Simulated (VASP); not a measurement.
# Interstitial N in Cu

Wanted: what interstitial N costs in Cu and how the lattice relaxes round it.

Calculated with VASP 6.6.1; PBEsol; plane waves and PAW (Cu), in the first sound run; inputs show where later runs differ.

**1. The host crystal**

The structure is cubic, space group Fm-3m (No. 225). The conventional cell has a = 3.610 Å, b = 3.610 Å, c = 3.610 Å, α = 90.00°, β = 90.00°, γ = 90.00°. Cu has 12 Cu at 2.55 Å nearest.

Structure file:

```xyz
1
Lattice="0.0000 1.8050 1.8050 1.8050 0.0000 1.8050 1.8050 1.8050 0.0000" Properties=species:S:1:pos:R:3 pbc="T T T"
Cu    0.0000    0.0000    0.0000
```

**2. The host at zero pressure**

Cell and atoms are relaxed first, so that later runs start from this functional's own cell.

File INCAR:

```
SYSTEM = Cu
PREC = Accurate
ENCUT = 400
EDIFF = 1E-06
NELM = 120
ISMEAR = 1
SIGMA = 0.15
LREAL = .FALSE.
ALGO = Normal
GGA = PS
NBANDS = 11
LASPH = .TRUE.
LORBIT = 11
LWAVE = .FALSE.
LCHARG = .FALSE.
KPAR = 8
IBRION = 2
NSW = 40
ISIF = 3
EDIFFG = -0.02
POTIM = 0.4
```

File POSCAR:

```
Cu
1.0
    0.0000000000      1.8050000000      1.8050000000
    1.8050000000      0.0000000000      1.8050000000
    1.8050000000      1.8050000000      0.0000000000
Cu
1
Direct
    0.0000000000      0.0000000000      0.0000000000
```

File KPOINTS:

```
Automatic mesh
0
Gamma
16 16 16
0 0 0
```

Potentials, in the order of the species: Cu (PBE family, release 64).

Started as:

```bash
$ mpirun -np 8 vasp_std
```

Log:

```text
[banner, memory and clock lines left out]
running    8 mpi-ranks, on    1 nodes
 distrk:  each k-point on    1 cores,    8 groups
 distr:  one band on    1 cores,    1 groups

 POSCAR found type information on POSCAR Cu
 POSCAR found :  1 types and       1 ions
|                                                                             |
|           W    W    AA    RRRRR   N    N  II  N    N   GGGG   !!!           |
|           W    W   A  A   R    R  NN   N  II  NN   N  G    G  !!!           |
|           W    W  A    A  R    R  N N  N  II  N N  N  G       !!!           |
|           W WW W  AAAAAA  RRRRR   N  N N  II  N  N N  G  GGG   !            |
|           WW  WW  A    A  R   R   N   NN  II  N   NN  G    G                |
|           W    W  A    A  R    R  N    N  II  N    N   GGGG   !!!           |
|                                                                             |
|     For optimal performance we recommend to set                             |
|       NCORE = 2 up to number-of-cores-per-socket                            |
|     NCORE specifies how many cores store one orbital (NPAR=cpu/NCORE).      |
|     This setting can greatly improve the performance of VASP for DFT.       |
|     The default, NCORE=1 might be grossly inefficient on modern             |
|     multi-core architectures or massively parallel machines. Do your        |
|     Unfortunately you need to use the default for GW and RPA                |
|     calculations (for HF NCORE is supported but not extensively tested      |
|     yet).                                                                   |
|                                                                             |

|                                                                             |
|               ----> ADVICE to this user running VASP <----                  |
|                                                                             |
|     You enforced a specific xc type in the INCAR file but a different       |
|     [... a line on the potential file left out ...]
|     I HOPE YOU KNOW WHAT YOU ARE DOING!                                     |
|                                                                             |

 LDA part: xc-table for (Slater+PW92), standard interpolation
 POSCAR, INCAR and KPOINTS ok, starting setup
 FFT: planning ... GRIDC
 FFT: planning ... GRID_SOFT
 FFT: planning ... GRID
 WAVECAR not read
 entering main loop
       N       E                     dE             d eps       ncg     rms          rms(c)
DAV:   1     0.349176290268E+02    0.34918E+02   -0.46860E+03  3524   0.138E+03
DAV:   2    -0.450097065428E+01   -0.39419E+02   -0.36336E+02  3250   0.182E+02
DAV:   3    -0.537765700475E+01   -0.87669E+00   -0.87225E+00  3670   0.345E+01
DAV:   4    -0.538314539869E+01   -0.54884E-02   -0.54878E-02  3558   0.229E+00
DAV:   5    -0.538319978812E+01   -0.54389E-04   -0.54389E-04  3609   0.232E-01    0.837E+00
DAV:   6    -0.476886470926E+01    0.61434E+00   -0.18440E+01  3690   0.856E+01    0.439E+00
DAV:   7    -0.431600269644E+01    0.45286E+00   -0.28714E+00  3673   0.336E+01    0.540E-01
DAV:   8    -0.430498783151E+01    0.11015E-01   -0.70499E-03  3759   0.154E+00    0.351E-01
DAV:   9    -0.430278433931E+01    0.22035E-02   -0.13141E-02  3737   0.206E+00    0.279E-02
DAV:  10    -0.430278762021E+01   -0.32809E-05   -0.53392E-05  4649   0.131E-01    0.614E-03
DAV:  11    -0.430278880015E+01   -0.11799E-05   -0.50463E-07  2338   0.136E-02    0.478E-04
DAV:  12    -0.430278878211E+01    0.18046E-07   -0.62613E-08  1790   0.301E-03
   1 F= -.43027888E+01 E0= -.43027838E+01  d E =-.430279E+01
 curvature:   0.00 expect dE= 0.000E+00 dE for cont linesearch  0.000E+00
 trial: gam= 0.00000 g(F)=  0.000E+00 g(S)=  0.219E-01 ort = 0.000E+00 (trialstep = 0.100E+01)
 search vector abs. value=  0.219E-01
 bond charge predicted
       N       E                     dE             d eps       ncg     rms          rms(c)
DAV:   1    -0.494232472496E+01   -0.63954E+00   -0.10177E+01  3739   0.677E+01    0.673E+00
DAV:   2    -0.455055503723E+01    0.39177E+00   -0.93270E+00  3643   0.608E+01    0.281E+00
DAV:   3    -0.432523739211E+01    0.22532E+00   -0.14025E+00  3658   0.238E+01    0.831E-01
DAV:   4    -0.431123632178E+01    0.14001E-01   -0.10481E-02  3548   0.132E+00    0.119E-01
DAV:   5    -0.431069836680E+01    0.53795E-03   -0.35546E-03  3733   0.121E+00    0.350E-02
DAV:   6    -0.431068014075E+01    0.18226E-04   -0.49420E-05  4552   0.118E-01    0.663E-03
DAV:   7    -0.431067872385E+01    0.14169E-05   -0.28127E-06  2166   0.293E-02    0.655E-04
DAV:   8    -0.431067883915E+01   -0.11530E-06   -0.98556E-08  1712   0.458E-03
   2 F= -.43106788E+01 E0= -.43106945E+01  d E =-.789006E-02
 trial-energy change:   -0.007890  1 .order   -0.007346   -0.021857    0.007165
 step:   0.7729(harm=  0.7531)  dis= 0.00000  next Energy=    -4.311486 (dE=-0.870E-02)
 bond charge predicted
       N       E                     dE             d eps       ncg     rms          rms(c)
DAV:   1    -0.434294973906E+01   -0.32271E-01   -0.53913E-01  3727   0.167E+01    0.146E+00
DAV:   2    -0.432135842787E+01    0.21591E-01   -0.41112E-01  3637   0.125E+01    0.555E-01
DAV:   3    -0.431235542139E+01    0.90030E-02   -0.62942E-02  3631   0.506E+00    0.209E-01
DAV:   4    -0.431148576341E+01    0.86966E-03   -0.12150E-03  3863   0.387E-01    0.119E-02
DAV:   5    -0.431148723629E+01   -0.14729E-05   -0.11290E-05  3779   0.517E-02    0.660E-03
DAV:   6    -0.431148746308E+01   -0.22679E-06   -0.16122E-06  2131   0.204E-02
   3 F= -.43114875E+01 E0= -.43115014E+01  d E =-.869868E-02
 curvature:  -0.37 expect dE=-0.714E-09 dE for cont linesearch -0.714E-09
 trial: gam=-0.00030 g(F)=  0.638E-62 g(S)=  0.191E-08 ort = 0.646E-05 (trialstep = 0.955E+00)
 search vector abs. value=  0.100E-09
 reached required accuracy - stopping structural energy minimisation
```

Elapsed: 4 s, on 8 MPI ranks of AMD EPYC 9R45, shared host; peak memory 0.81 GiB; 24 s of CPU time.

The logs omit lines about the potential files and the build; timing stands in the text.

Parts of OUTCAR (step 2):

```text
ion  position               nearest neighbor table
   1  0.000  0.000  0.000-

  LATTYP: Found a face centered cubic cell.
 ALAT       =     3.6100000000

 Subroutine GETGRP returns: Found 48 space group operations
 (whereof 48 operations were pure point group operations)

The static configuration has the point symmetry O_h .

 Found    145 irreducible k-points:

   k-points           NKPTS =    145   k-points in BZ     NKDIM =    145   number of bands    NBANDS=     11

   dimension x,y,z NGX =    18 NGY =   18 NGZ =   18
   dimension x,y,z NGXF=    36 NGYF=   36 NGZF=   36

   ENCUT  =  400.0 eV  29.40 Ry    5.42 a.u.   4.16  4.16  4.16*2*pi/ulx,y,z

   NELECT =      11.0000    total number of electrons

 k-points in reciprocal lattice and weights: Automatic mesh
   0.00000000  0.00000000  0.00000000       0.000
   0.06250000  0.00000000  0.00000000       0.002
   0.12500000  0.00000000  0.00000000       0.002
   0.18750000  0.00000000  0.00000000       0.002
   0.25000000  0.00000000  0.00000000       0.002
   0.31250000  0.00000000  0.00000000       0.002
   0.37500000  0.00000000  0.00000000       0.002
   0.43750000  0.00000000  0.00000000       0.002
   0.50000000  0.00000000  0.00000000       0.001
[...]
-0.31250000  0.50000000  0.18750000       0.003
  -0.25000000  0.50000000  0.25000000       0.001

 average (electrostatic) potential at core
       1 -63.1259

 E-fermi :   7.9043

 k-point     1 :       0.0000    0.0000    0.0000
  band No.  band energies     occupation
    ...
      2       4.7909      2.00000
      3       4.7909      2.00000
      4       4.7909      2.00000
      5       5.6805      2.00000
      6       5.6805      2.00000
      7      30.8763      0.00000
      8      33.8263      0.00000
      9      33.8263      0.00000
     10      33.8263      0.00000
     11      36.3462      0.00000

 k-point     2 :       0.0625    0.0000    0.0000
  band No.  band energies     occupation
    ...
      2       4.7575      2.00000
      3       4.8190      2.00000
      4       4.8190      2.00000
      5       5.6684      2.00000
      6       5.6684      2.00000
      7      30.0741      0.00000
      8      32.2157      0.00000
      9      33.3763      0.00000
     10      33.3763      0.00000
     11      36.9958      0.00000

 k-point     3 :       0.1250    0.0000    0.0000
  band No.  band energies     occupation
    ...
      2       4.6705      2.00000
      3       4.8900      2.00000
      4       4.8900      2.00000
      5       5.6476      2.00000
      6       5.6476      2.00000
      7      27.1979      0.00000
      8      31.6000      0.00000
      9      32.6098      0.00000
     10      32.6098      0.00000
     11      38.2050      0.00000

  Total       -0.0001284     -0.0001284     -0.0001284      0.0000000      0.0000000     -0.0000000
  in kB       -0.0181876     -0.0181876     -0.0181876      0.0000000      0.0000000     -0.0000000
  external PRESSURE =      -0.0181876 kB  Pullay stress =       0.0000000 kB

  energy-cutoff  :      400.00
  volume of cell :       11.31
      direct lattice vectors                 reciprocal lattice vectors
    -0.000000000  1.781607489  1.781607489    -0.280645430  0.280645430  0.280645430
     1.781607489  0.000000000  1.781607489     0.280645430 -0.280645430  0.280645430
     1.781607489  1.781607489  0.000000000     0.280645430  0.280645430 -0.280645430

 POSITION                                       TOTAL-FORCE (eV/Angst)
 -----------------------------------------------------------------------------------
      0.00000      0.00000      0.00000         0.000000      0.000000      0.000000
 -----------------------------------------------------------------------------------
    total drift:                                0.000000      0.000000      0.000000

  FREE ENERGIE OF THE ION-ELECTRON SYSTEM (eV)
  ---------------------------------------------------
  free  energy   TOTEN  =        -4.3114874631 eV

  energy  without entropy=       -4.3115292587  energy(sigma->0) =       -4.31150139

 reached required accuracy - stopping structural energy minimisation

 total charge
# of ion       s       p       d       tot
------------------------------------------
    1        0.466   0.417   9.172  10.055

[... 3 further parts left out ...]
```

This run has no spin polarisation. Its electron count is odd, so without a moment it is a metal by construction. The PAW data sets were made with PBE, which is usual practice but a small mismatch for other functionals. The run keeps the 48 symmetry operations of its start, so it cannot find a distortion of lower symmetry.

Step by step:

```csv
step,energy less that of the first step (eV),largest force (eV/Å),pressure (GPa),volume (Å³)
1,0.0000,0.0000,-5.92,11.76
2,-0.0079,0.0000,2.04,11.18
3,-0.0087,0.0000,0.00,11.31
```

```csv
"conventional cell, symmetrised",before,after,change
a (Å),3.610,3.563,-1.3 %
b (Å),3.610,3.563,-1.3 %
c (Å),3.610,3.563,-1.3 %
volume (Å³/atom),11.76,11.31,-3.8 %
```

The relaxed structure:

```xyz
1
Lattice="0.0000 1.7816 1.7816 1.7816 0.0000 1.7816 1.7816 1.7816 0.0000" Properties=species:S:1:pos:R:3 pbc="T T T"
Cu    0.0000    0.0000    0.0000
```

This step gave:

| Property | Result |
| --- | --- |
| electronic cycles | 26 |
| electrons | 11 |
| free energy (TOTEN) | -4.311 eV |
| Fermi energy | 7.904 eV |
| labelled metallic, from the levels on this mesh | yes |

The run ended after 3 ionic steps, 0.009 eV below its first step, once forces and stress met EDIFFG = -0.02.

(Continued in part 2 of 3.)

[Lines on the potential files, build, host, timing and source positions are cut from VASP's logs without a mark.]

[Logs are printed without paths, hosts, clocks, repeated set-up lines and the standing remarks that a program may print on its own settings, such as how far it seeks lower states.]

[Hosts, paths, dates, database ids (printed as entryN), source tags and the programs' standing remarks are cut or masked in the printed files.]

[In band tables of VASP the shares of atoms and orbitals are scaled to a sum of 1 inside the atoms' spheres.]

[Runs that stopped without an error message from VASP are left out.]
